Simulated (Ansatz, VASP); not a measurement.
# Cross-check of TiFe between VASP and Ansatz, part 2 of 2

Wanted: the spread between two codes on one cell, functional and k mesh. The cell is taken from a series of runs on this material, whose earlier steps may have relaxed, scaled, displaced or heated it; both programs get it as it stands.

VASP 6.6.1 and Ansatz 0.2.0.

So far: Set-up; VASP: relaxation of cell and atoms, PBEsol; Ansatz: relaxation of cell and atoms, PBEsol; Comparison.

## (5) Ansatz: zone-centre phonons, PBEsol

Level of this step: Ansatz beside VASP: Kohn-Sham DFT, plane waves, PBEsol (Ansatz).

Second derivatives magnify differences that forces hide, and they need a tight electronic threshold.

The cell is taken from a series of runs on this material, whose earlier steps may have relaxed, scaled, displaced or heated it; both programs get it as it stands.

input.yaml reads:

```yaml
crystal:
  lattice:
    - [2.9160918122, 0.0, 0.0]
    - [0.0, 2.9160918122, 0.0]
    - [0.0, 0.0, 2.9160918122]
  atoms:
    - { symbol: Ti, position: [0.5, 0.5, 0.5] }
    - { symbol: Fe, position: [0.0, 0.0, 0.0] }
kpoints:
  mp_grid: { grid: [16, 16, 16] }
hamiltonian:
  xc: pbesol
scf:
  occupations: { method: methfessel_paxton, width: 0.15 }
output:
  eigenvalues: true
phonons:
  method: dfpt
```

On the command line:

```bash
$ ansatz run input.yaml --threads 4 --pin off --max-ram 7168MiB --backend cpu --events-out ev --progress --plain --runs-dir out
```

Numbers of over 12 decimals in the logs are rounded to 6 here.

What it wrote:

```text
[...]
Crystal: 2 atoms, lattice volume = 24.797 Å³
Basis set: ecut = 420 eV, 461 PW (Γ), exchange–correlation on 40×40×40 points (8 copies of the dense FFT grid, shifted against one another)
Bands: 18, of which v1, the nominal top of the filled ones, is band 14 counted from 1 (13 counted from 0)
Symmetry: 48 space group operations
k-points: 405 of 4096 (irreducible under 8 space group operations, time reversal used)
[...]
k mesh reduced under 8 symmetry operations, with k and −k counted as one. Each operation leaves every solved perturbation unchanged. A smaller set is not used because it would not reduce the number of displacements times k-points to solve
  ASR residual: 8.792e-5 → 0.000e0 eV/Å²; symmetrization residual: 9.375e-6 eV/Å²
  ASR residual per site (eV/Å²): 5.37e-5 8.79e-5
  Γ frequencies (cm⁻¹): 0.00 0.00 0.00 251.57 251.57 251.57
  non-analytic LO–TO correction: not included (Born effective charges unavailable; polar crystals: no LO–TO splitting at Γ)
[key lines of the parts left out:]
SCF converged after 7 iterations
Free energy (F): -6923.697257 eV
Fermi energy:    18.132022 eV
```

## (6) VASP: zone-centre phonons, PBEsol

The same cell, functional, mesh and smearing now go to VASP, with its own data sets.

INCAR reads:

```
SYSTEM = TiFe
PREC = Accurate
ENCUT = 600
EDIFF = 1E-08
NELM = 120
ISMEAR = 1
SIGMA = 0.15
LREAL = .FALSE.
ALGO = Normal
GGA = PS
NBANDS = 16
LASPH = .TRUE.
LORBIT = 11
LWAVE = .FALSE.
LCHARG = .FALSE.
ISIF = 2
IBRION = 8
GGA_COMPAT = .FALSE.
KPAR = 2
```

POSCAR reads:

```
TiFe
1.0
    2.9160918122      0.0000000000      0.0000000000
    0.0000000000      2.9160918122      0.0000000000
    0.0000000000      0.0000000000      2.9160918122
Ti Fe
1 1
Direct
    0.5000000000      0.5000000000      0.5000000000
    0.0000000000      0.0000000000      0.0000000000
```

KPOINTS reads:

```
Automatic mesh
0
Gamma
16 16 16
0 0 0
```

Potentials, in the order of the species: Ti_sv and Fe (PBE family, release 64).

On the command line:

```bash
$ mpirun -np 2 vasp_std
```

What it wrote:

```text
[banner, memory and clock lines left out]
running    2 mpi-ranks, on    1 nodes
[...]
[... a notice as in an earlier step ...]

 LDA part: xc-table for (Slater+PW92), standard interpolation
 POSCAR, INCAR and KPOINTS ok, starting setup
[...]
entering main loop
       N       E                     dE             d eps       ncg     rms          rms(c)
DAV:   1     0.161755471241E+03    0.16176E+03   -0.11435E+04  5416   0.179E+03
DAV:   2    -0.746677381319E+01   -0.16922E+03   -0.16394E+03  5600   0.385E+02
DAV:   3    -0.204175267209E+02   -0.12951E+02   -0.12811E+02  8736   0.100E+02
DAV:   4    -0.209135036347E+02   -0.49598E+00   -0.49525E+00  6080   0.158E+01
[...]
DAV:  15    -0.182208083859E+02   -0.45339E-06   -0.10816E-06  5848   0.117E-02    0.151E-03
DAV:  16    -0.182208084619E+02   -0.76056E-07   -0.79244E-08  6648   0.283E-03    0.708E-04
DAV:  17    -0.182208084532E+02    0.86980E-08   -0.13680E-08  3232   0.153E-03
   1 F= -.18220808E+02 E0= -.18221184E+02  d E =0.112763E-02
[...]
RMM:  17    -0.575125121115E+00   -0.32369E-06   -0.13582E-06 30388   0.732E-04    0.243E-05
RMM:  18    -0.575125154367E+00   -0.33252E-07   -0.99491E-07 30701   0.622E-04    0.268E-05
RMM:  19    -0.575125475675E+00   -0.32131E-06   -0.10652E-06 27262   0.548E-04    0.272E-05
 first order change of Fermi-energy  -0.26282E-02
 force on displaced ion       1 direction 1 :  -5.976  -0.000   0.000
 Linear response progress:
  Degree of freedom:   2/  2
       N       E                     dE             d eps       ncg     rms          rms(c)
RMM:   1    -0.163003386001E+00   -0.16300E+00   -0.79206E-02 27150   0.415E+00
RMM:   2    -0.163280264560E+00   -0.27688E-03   -0.34412E-03 21940   0.605E-01    0.254E-01
RMM:   3    -0.162968277029E+00    0.31199E-03   -0.62659E-04 25681   0.165E-01    0.154E-01
RMM:   4    -0.163475805205E+00   -0.50753E-03   -0.63737E-04 25473   0.194E-01    0.118E-01
[...]
RMM:  12    -0.163339715723E+00   -0.50057E-06    0.25966E-07 28545   0.504E-04    0.285E-05
RMM:  13    -0.163339746626E+00   -0.30903E-07    0.79109E-08 31417   0.235E-04    0.246E-05
RMM:  14    -0.163339745857E+00    0.76849E-09    0.69066E-08 30190   0.132E-04    0.951E-06
 first order change of Fermi-energy   0.29911E-02
 force on displaced ion       2 direction 1 :  -5.945  -0.000   0.000
 Linear response finished
```

From OUTCAR (step 6):

```text
  Total       -0.0771287     -0.0771287     -0.0771287     -0.0000000      0.0000000     -0.0000000
  in kB       -4.9833710     -4.9833710     -4.9833710     -0.0000000      0.0000000     -0.0000000
  external PRESSURE =      -4.9833710 kB  Pullay stress =       0.0000000 kB

 POSITION                                       TOTAL-FORCE (eV/Angst)
 -----------------------------------------------------------------------------------
      1.45805      1.45805      1.45805         0.000000      0.000000      0.000000
      0.00000      0.00000      0.00000         0.000000      0.000000      0.000000
 -----------------------------------------------------------------------------------
    total drift:                                0.000000      0.000000     -0.000000

[... 1 part as in an earlier step ...]

[... 1 further part left out ...]
```

## (7) Side by side

What differs besides the data sets and the points named for the pairs above, as far as they apply: the data sets hold 28 valence electrons in Ansatz (on its default PAW (the set named soft_2) files) and 20 in VASP. Total energies have different zeros and are not compared.

The two programs side by side:

| quantity | Ansatz | VASP | difference |
| --- | --- | --- | --- |
| optical mode 1 to 3 (cm⁻¹) | 251.6 | 250.8 | +0.32 % |

Modes are paired by rising frequency, not by their patterns, so a pair may set unlike modes beside each other; they are those without the splitting of longitudinal modes.

## (8) Results

```
difference in volume (relaxation of cell and atoms, PBEsol)                                                          : 0.24 %
r.m.s. difference of the optical zone-centre modes, each program's sorted by frequency (zone-centre phonons, PBEsol) : 0.79 cm⁻¹
```

In words: The difference in volume is 0.24 % (relaxation of cell and atoms, PBEsol), within the 1.2 % picked in this series as the mark of a large difference, as far as the stopping tolerances let one tell. The data sets hold unlike numbers of valence electrons (28 in Ansatz and 20 in VASP), so part of the differences comes from the potentials. Such differences can come from data sets, numerical settings and the points named under the comparisons, not from the functional's error against experiment.

[Lines on the potential files, build, host, timing and source positions are cut from VASP's logs without a mark.]

[Logs are printed without paths, hosts, clocks, repeated set-up lines and the standing remarks that a program may print on its own settings, such as how far it seeks lower states.]

[Hosts, paths, dates, database ids (printed as entryN), source tags and the programs' standing remarks are cut or masked in the printed files.]
